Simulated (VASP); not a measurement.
```
CELL_PARAMETERS angstrom
      0.00000     2.64600     2.64600
      2.64600     0.00000     2.64600
      2.64600     2.64600     0.00000
ATOMIC_POSITIONS crystal
  Ni 0.00000 0.00000 0.00000
  Al 0.50000 0.50000 0.50000
```
Starting moments (μB, in the order of the record's atoms Ni Al): 2.0 0.0.

The numbers are results of PBEsol GGA, VASP's PBE PAW potentials (set 64) (plane waves; VASP), not measurements. Numerical set-up: 400 eV cut-off, 11×11×11 Γ-centred mesh, first-order Methfessel-Paxton smearing of 0.10 eV, potentials Ni Al.

Energy and stress use the plane-wave basis of the starting cell.

Question: The ions, cell shape and volume are relaxed. Predict the relaxed structure.

Answer: 
```
CELL_PARAMETERS angstrom
      0.00000     2.40072     2.40072
      2.40072     0.00000     2.40072
      2.40072     2.40072     0.00000
ATOMIC_POSITIONS crystal
  Ni 0.00000 0.00000 0.00000
  Al 0.50000 0.50000 0.50000
```
Space group Fm-3m (225), at a tolerance of 0.03 Å. The cell ends with 0.00 μB, on the sites 0.00 0.00 μB.

Question: How do energy and volume change from the first to the last step?

Answer: The energy (σ→0) changes by -358.4 meV/atom and the volume by -25.3 %, in 16 ionic steps.

The structure was generated: NiAl was put into the rock salt type (Fm-3m), which need not be its known phase. This run relaxes it. Symmetry was kept, so distortions that lower it aren't found.
